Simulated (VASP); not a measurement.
All values below come from rev-vdW-DF2, VASP's PBE PAW potentials (set 64) (plane waves; VASP).

VASP input:

### KPOINTS
```
Automatic mesh
0
Gamma
4 4 4
0 0 0
```

### INCAR
```
# general
SYSTEM    =  CsPbCl3
PREC      =  Accurate
ENCUT     =  520
LREAL     =  F
LASPH     =  T

# electronic loop
EDIFF     =  1E-6
NELM      =  100
ALGO      =  Normal
LMAXMIX   =  4

# smearing
ISMEAR    =  0
SIGMA     =  0.05

# functional
GGA       =  MK
LUSE_VDW  =  T
AGGAC     =  0.0
PARAM1    =  0.1234568
PARAM2    =  0.7114
ZAB_VDW   =  -1.8867

# ions
IBRION    =  2
NSW       =  60
ISIF      =  3
EDIFFG    =  -0.02

# output
LWAVE     =  F
LCHARG    =  F
```

POSCAR:
```
CsPbCl3
1
    5.6544128764     0.0000000000     0.0000000000
   -0.0000000000     5.6544128764     0.0000000000
   -0.0000000000    -0.0000000000     5.6544128764
Cs Pb Cl
1 1 3
Direct
  0.0000000000   0.0000000000   0.0000000000
  0.5000000000   0.5000000000   0.5000000000
  0.5000000000   0.0000000000   0.5000000000
  0.0000000000   0.5000000000   0.5000000000
  0.5000000000   0.5000000000   0.0000000000
```

POTCAR, in this order: Cs_sv Pb_d Cl (PBE.64 set). Program: vasp_std.

Unless said otherwise, spin-orbit coupling is left out, though it shifts the bands of the heavy elements here.

Question: Estimate the energy per atom (σ→0), band gap (on the k-mesh).

Answer: 
energy per atom (σ→0): -1548 meV/atom
band gap (on the k-mesh): 2.04 eV

### OSZICAR
```
...
DAV:   8    -0.774214058198E+01   -0.56269E-02   -0.88895E-02   768   0.251E+00    0.301E-01
DAV:   9    -0.773872816692E+01    0.34124E-02   -0.24053E-02   746   0.121E+00    0.122E-01
DAV:  10    -0.773906594139E+01   -0.33777E-03   -0.21389E-03   614   0.299E-01    0.375E-02
DAV:  11    -0.773910279142E+01   -0.36850E-04   -0.11541E-04   666   0.888E-02    0.150E-02
DAV:  12    -0.773910354252E+01   -0.75110E-06   -0.22006E-05   694   0.625E-02    0.886E-03
DAV:  13    -0.773910230872E+01    0.12338E-05   -0.49603E-06   564   0.118E-02    0.239E-03
DAV:  14    -0.773910232591E+01   -0.17185E-07   -0.44514E-07   334   0.667E-03
   1 F= -.77391023E+01 E0= -.77391023E+01  d E =-.773910E+01
```

The compound is CsPbCl3 in the cubic perovskite structure, the ideal cubic form; the compound distorts at low or room temperature. It was relaxed first. The start is the result of an earlier pass.
